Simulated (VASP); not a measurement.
Given:

```
NaI
1.0
    0.00000     3.19200     3.32611
    3.30575     0.00000     3.32611
    3.30575     3.19200     0.00000
Na I
1 1
Direct
  0.00000   0.00000   0.00000
  0.48608   0.51392   0.51392
```

Computed with PBE GGA, VASP's PBE PAW potentials (set 64) (plane waves; VASP). Settings: 400 eV cut-off, 12×12×12 Γ-centred mesh, Gaussian smearing of 0.050 eV, potentials Na_pv I.

Gaps are read on the run's mesh, which can miss a band edge. Unless said otherwise, spin-orbit coupling is left out, though it shifts the bands of the heavy elements here.

**Question.** Predict the energy per atom (σ→0), band gap (on the k-mesh) with the smallest direct gap where there is one.

**Answer.** 
```
Property                                      Value
-----------------------------------  --------------
band gap (on the k-mesh)                    3.54 eV
smallest direct gap (on the k-mesh)         3.54 eV
energy per atom (σ→0)                -2690 meV/atom
```

Only differences to runs with the same potentials and settings are physical.

The compound is NaI in the rock salt structure. The cell was not relaxed at this level, atoms are displaced from their ideal sites. The run is one of a series of settings (KPOINTS 12×12×12 Γ-centred mesh against the base run), some of them coarse on purpose.
